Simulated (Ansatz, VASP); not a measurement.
## Two plane-wave programs on NaHgSe3

The input INCAR:

```
ALGO = Normal
EDIFF = 1E-6
EDIFFG = -0.01
ENCUT = 600
GGA = PE
IBRION = 2
ISIF = 3
ISMEAR = 0
LASPH = True
LCHARG = False
LREAL = False
LWAVE = False
NELM = 100
NSW = 100
PREC = Accurate
SIGMA = 0.1
```

The input KPOINTS:

```
k-points
0
Gamma
  8 8 8
```

Contents of POSCAR:

```
NaHgSe3
1.0
    5.3284601505      0.0000000000      0.0000000000
    0.0000000000      5.3284601505      0.0000000000
    0.0000000000      0.0000000000      5.3284601505
Na Hg Se
1 1 3
Direct
    0.5000000000      0.5000000000      0.5000000000
    0.0000000000      0.0000000000      0.0000000000
    0.5000000000      0.0000000000      0.0000000000
    0.0000000000      0.5000000000      0.0000000000
    0.0000000000      0.0000000000      0.5000000000
```

Input for Ansatz:

```yaml
crystal:
  lattice:
    - [5.3284601505, 0.0, 0.0]
    - [0.0, 5.3284601505, 0.0]
    - [0.0, 0.0, 5.3284601505]
  atoms:
    - { symbol: Na, position: [0.5, 0.5, 0.5] }
    - { symbol: Hg, position: [0.0, 0.0, 0.0] }
    - { symbol: Se, position: [0.5, 0.0, 0.0] }
    - { symbol: Se, position: [0.0, 0.5, 0.0] }
    - { symbol: Se, position: [0.0, 0.0, 0.5] }
basis:
  ecutwfc: 420
kpoints:
  mp_grid: { grid: [8, 8, 8] }
hamiltonian:
  xc: pbe
scf:
  occupations: { method: gaussian, width: 0.1 }
output:
  forces: true
  stress: true
  eigenvalues: true
  write_density: true
  write_potential: true
  elf: true
  volumetric_format: npy
relax:
  adjacent_minimum: "off"
  f_tol: 0.01
  max_steps: 80
  cell: { stress_tol: 0.05 }
```

Alike in both runs: task relaxation of cell and atoms; functional PBE; k mesh 8 × 8 × 8; occupations gaussian, width 0.1 eV; no spin polarisation.

|  | VASP | Ansatz |
| --- | --- | --- |
| version | VASP 6.6.1 | Ansatz 0.2.0 |
| potentials or method | VASP PAW PBE potentials, release 64 (Na_pv, Hg, Se) | scalar-relativistic, plane waves, PAW |
| plane-wave cutoff (eV) | 600 | 420 |
| valence electrons in the cell | 37 | 77 |

Ansatz gave:

* gap on the k mesh at the Fermi level, each at its own relaxed structure (eV): none
* relaxed volume (Å³/atom): 30.26
* relaxed cell length with the largest relative difference (Å): 5.328

Problem. Which values does VASP return?

Solution. gap on the k mesh at the Fermi level, each at its own relaxed structure (eV): none; relaxed volume (Å³/atom): 30.47; relaxed cell length with the largest relative difference (Å): 5.341.

A gap of «none» marks a metal or a gap that the smearing closes. The two sets of potentials don't hold the same shells in valence.

The runs have no spin-orbit coupling, so splittings on Hg are missing.
